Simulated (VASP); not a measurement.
# Ta2SiO3 (P-1) in VASP: single point with PBE

Aim: the single point of Ta2SiO3 with PBE.

Program: VASP 6.6.1. These are calculated values, not measurements. Logs are shortened: lines on timing, memory, paths and dates and some standing lists are left out, and cuts for length are marked.

## 1. Starting point

The typed cell holds 12 atoms: a = 5.030 Å, b = 5.045 Å, c = 6.736 Å, α = 93.39°, β = 91.45°, γ = 91.46°.

The cell was built by a generator and needn't be a form met in nature.

## 2. Single point, PBE

Input file INCAR:

```
SYSTEM = Ta2SiO3
PREC = Normal
ENCUT = 520
EDIFF = 1E-5
ISMEAR = 0
SIGMA = 0.15
LREAL = Auto
LASPH = .TRUE.
NELM = 80
ALGO = Fast
ISIF = 2
LWAVE = .FALSE.
LCHARG = .FALSE.
GGA = PE
NBANDS = 56
```

Input file KPOINTS:

```
Automatic mesh
0
G
  5 5 4
  0 0 0
```

Input file POSCAR:

```
Ta2SiO3
1.0
    5.0296480000      0.0000000000      0.0000000000
   -0.1282800000      5.0429150000      0.0000000000
   -0.1706150000     -0.4030530000      6.7212720000
Ta Si O
4 2 6
Direct
    0.9735420000      0.2702360000      0.1865180000
    0.4845440000      0.7161270000      0.2056970000
    0.0264580000      0.7297640000      0.8134820000
    0.5154560000      0.2838730000      0.7943030000
    0.2456680000      0.4883960000      0.4924540000
    0.7543320000      0.5116040000      0.5075460000
    0.7104440000      0.0141470000      0.2695090000
    0.2005530000      0.9600510000      0.1415590000
    0.7538190000      0.5289120000      0.0174680000
    0.2895560000      0.9858530000      0.7304910000
    0.7994470000      0.0399490000      0.8584410000
    0.2461810000      0.4710880000      0.9825320000
```

Potentials or basis: VASP PAW PBE potentials, release 64 (Ta_pv, Si, O).

Run with:

```bash
$ cat potpaw_PBE.64/Ta_pv/POTCAR potpaw_PBE.64/Si/POTCAR potpaw_PBE.64/O/POTCAR > POTCAR
$ mpirun -np 1 vasp_std > vasp.out
```

OUTCAR:

```text
SYSTEM = Ta2SiO3
   PREC = Normal
   ENCUT = 520
   EDIFF = 1E-5
   ISMEAR = 0
   LREAL = Auto
   LASPH = .TRUE.
   NELM = 80
   ISIF = 2
   GGA = PE

 ion  position               nearest neighbor table
   1  0.974  0.270  0.187-   7 1.94   8 1.97   9 2.10  12 2.23  11 2.56   5 2.62   6 2.69   2 3.37
                             2 3.37   4 3.47   3 3.53
   2  0.485  0.716  0.206-   7 1.88   8 1.97   9 2.08  12 2.20   5 2.61   6 2.69   1 3.37   1 3.37
                             4 3.43   3 3.47
   3  0.026  0.730  0.813-  10 1.94  11 1.97  12 2.10   9 2.23   8 2.56   6 2.62   5 2.69   4 3.37
                             4 3.37   2 3.47   1 3.53
   4  0.515  0.284  0.794-  10 1.88  11 1.97  12 2.08   9 2.20   6 2.61   5 2.69   3 3.37   3 3.37
                             2 3.43   1 3.47
   5  0.246  0.488  0.492-   6 2.48   6 2.56   2 2.61   1 2.62   4 2.69   3 2.69
   6  0.754  0.512  0.508-   5 2.48   5 2.56   4 2.61   3 2.62   2 2.69   1 2.69
   7  0.710  0.014  0.270-   2 1.88   1 1.94
   8  0.201  0.960  0.142-   2 1.97   1 1.97   3 2.56
   9  0.754  0.529  0.017-   2 2.08   1 2.10   4 2.20   3 2.23
  10  0.290  0.986  0.730-   4 1.88   3 1.94
  11  0.799  0.040  0.858-   4 1.97   3 1.97   1 2.56
  12  0.246  0.471  0.983-   4 2.08   3 2.10   2 2.20   1 2.23

  LATTYP: Found a triclinic cell.
 ALAT       =     7.0323822399
 B/A-ratio  =     0.7152125451
 C/A-ratio  =     1.2301339364
 COS(alpha) =     0.0048937829
 COS(beta)  =     0.4548501597
 COS(gamma) =     0.6969712158

  Lattice vectors:

 A1 = (   4.9013680000,   5.0429150000,   0.0000000000)
 A2 = (   5.0296480000,   0.0000000000,   0.0000000000)
 A3 = (   0.0423350000,   5.4459680000,  -6.7212720000)

Analysis of symmetry for initial positions (statically):
=====================================================================
 Subroutine PRICEL returns:
 Original cell was already a primitive cell.

 Routine SETGRP: Setting up the symmetry group for a
 triclinic supercell.

 Subroutine GETGRP returns: Found  2 space group operations
 (whereof  2 operations were pure point group operations)
 out of a pool of  2 trial point group operations.

The static configuration has the point symmetry S_2 .

Analysis of symmetry for dynamics (positions and initial velocities):
=====================================================================
 Subroutine PRICEL returns:
 Original cell was already a primitive cell.

 Routine SETGRP: Setting up the symmetry group for a
 triclinic supercell.

[... 131 lines left out ...]
   ISYM   =      2    0-nonsym 1-usesym 2-fastsym
   POTIM  = 0.5000    time-step for ionic-motion
   TEBEG  =    0.0;   TEEND  =   0.0 temperature during run
   PSTRESS=    0.0 pullay stress
   NELECT =      88.0000    total number of electrons
   NUPDOWN=      -1.0000    fix difference up-down
   EMIN   =  10.00;   EMAX   =-10.00  energy-range for DOS
   EFERMI =   0.00;   METHOD = LEGACY
   ISMEAR =     0;   SIGMA  =   0.15  broadening in eV -4-tet -1-fermi 0-gaus
   EFERMI_NEDOS =   21; number of points for ismear=-14 and -15
   IALGO  =     68    algorithm
   IMIX   =      4    mixing-type and parameters
     AMIX     =   0.40;   BMIX     =  1.00
     AMIX_MAG =   1.60;   BMIX_MAG =  1.00
  volume/ion in A,a.u.               =      14.21        95.87
  Fermi-wavevector in a.u.,A,eV,Ry     =   1.313244  2.481672 23.464747  1.724610
  Thomas-Fermi vector in A             =   2.443580
   LORBIT       =      0    0 simple, 1 ext, 2 COOP (PROOUT), +10 PAW based schemes
   GGA     = PE    functional components
   LHFCALC =     F    Hartree Fock is set to
   AEXX    =    0.0000 exact exchange contribution
   IVDW    =     0    specifies the selected vdW correction
   LEPSILON=     F    determine dielectric tensor
   LRPA    =     F    only Hartree local field effects (RPA)
 non-spin polarized calculation
 RMM-DIIS sequential band-by-band and
 Gauss-broadening in eV      SIGMA  =   0.15
  energy-cutoff  :      520.00
  volume of cell :      170.48
 maximum number of plane-waves:      4612
   NGX = 19   NGY = 19   NGZ = 25

 number of electron      88.0000032 magnetization

 Free energy of the ion-electron system (eV)
  ---------------------------------------------------
  ext. energy  EPLUGINS =         0.00000000
  ---------------------------------------------------
  free energy    TOTEN  =      -109.36367200 eV

  energy without entropy =     -109.32485505  energy(sigma->0) =     -109.34426352

 E-fermi :   5.4823     XC(G=0): -10.8864

 val. band max:        5.4724738825   @ k =  -0.2000   0.4000  -0.0000
 cond. band min:       5.4911150490   @ k =   0.0000   0.0000   0.2500
 fundamental gap:      0.0186411666
 Fermi energy:         5.4822595435

 k-point     1 :       0.0000    0.0000    0.0000
  band No.  band energies     occupation
      1     -30.8684      2.00000
      2     -30.7566      2.00000
      3     -30.7241      2.00000
      4     -30.6601      2.00000
      5     -30.6373      2.00000
      6     -30.5980      2.00000
[... 1405 lines left out ...]
     55       8.7657      0.00000
     56       9.1057      0.00000

 [... further k-points ...]
[... 5 lines left out ...]
  --------------------------------------------------------------------------------------
  -------------------------------------------------------------------------------------
  Total        0.3187535      0.0239362      0.0383443     -0.0039596      0.0441580     -0.0178736
  in kB        2.9956763      0.2249550      0.3603632     -0.0372129      0.4150011     -0.1679779
  external PRESSURE =       1.1936648 kB  Pullay stress =       0.0000000 kB

 VOLUME and BASIS-vectors are now :
 -----------------------------------------------------------------------------
  energy-cutoff  :      520.00
  volume of cell :      170.48
      direct lattice vectors                 reciprocal lattice vectors
     5.029648000  0.000000000  0.000000000     0.198821071  0.005057544  0.005350225
    -0.128280000  5.042915000  0.000000000     0.000000000  0.198298008  0.011891292
    -0.170615000 -0.403053000  6.721272000     0.000000000  0.000000000  0.148781362

 POSITION                                       TOTAL-FORCE (eV/Angst)
 -----------------------------------------------------------------------------------
      4.83008      1.28760      1.25364         0.003699      0.026851      0.043753
      2.31013      3.52846      1.38255         0.012281     -0.027984      0.011575
     -0.09933      3.35226      5.46763        -0.003699     -0.026851     -0.043753
      2.42063      1.11140      5.33873        -0.012281      0.027984     -0.011575
      1.08895      2.26445      3.30992        -0.019048      0.009874      0.017328
      3.64180      2.37541      3.41135         0.019048     -0.009874     -0.017328
      3.52549     -0.03728      1.81144        -0.003969      0.005732     -0.009021
      0.86140      4.78440      0.95146         0.002951      0.003753     -0.005214
      3.72062      2.66022      0.11741        -0.022853     -0.034573      0.011733
      1.20527      4.67715      4.90983         0.003969     -0.005732      0.009021
      3.86935     -0.14454      5.76982        -0.002951     -0.003753      0.005214
      1.01014      1.97964      6.60386         0.022853      0.034573     -0.011733
 -----------------------------------------------------------------------------------
    total drift:                               -0.000000      0.000000     -0.000000

  FREE ENERGIE OF THE ION-ELECTRON SYSTEM (eV)
  ---------------------------------------------------
  free  energy   TOTEN  =      -109.3636720018 eV

  energy  without entropy=     -109.3248550456  energy(sigma->0) =     -109.34426352
```

Wall time 4.7 min (1 thread of Intel Xeon Platinum 8259CL at 2.50GHz (Skylake/Cascade Lake), shared host); peak memory 0.38 GiB.

Results:

```
Free energy            : -109.3637 eV
Pressure               : 0.1 GPa
Largest force          : 0.051 eV/Å
Band gap on the k mesh : none (metal or under the smearing width)
```

Forces on the atoms (eV/Å):
```
Ta   0.004  0.027  0.044
Ta   0.012 -0.028  0.012
Ta  -0.004 -0.027 -0.044
Ta  -0.012  0.028 -0.012
Si  -0.019  0.010  0.017
Si   0.019 -0.010 -0.017
O   -0.004  0.006 -0.009
O    0.003  0.004 -0.005
O   -0.023 -0.035  0.012
O    0.004 -0.006  0.009
O   -0.003 -0.004  0.005
O    0.023  0.035 -0.012
```

Stress tensor (GPa, compression positive):
```
 0.30  0.00 -0.02
 0.00  0.02  0.04
-0.02  0.04  0.04
```

Levels at points of the mesh, in eV from the Fermi level:
| k point | band 42 | band 43 | band 44 | band 45 | band 46 | band 47 |
| --- | --- | --- | --- | --- | --- | --- |
| (0.00, 0.00, 0.00) | -1.80 | -0.09 | 0.21 | 0.31 | 0.46 | 0.84 |
| (0.00, 0.00, 0.50) | -1.90 | 0.04 | 0.08 | 0.47 | 0.50 | 0.95 |

Spin-orbit coupling is left out, which matters for the levels of Ta.
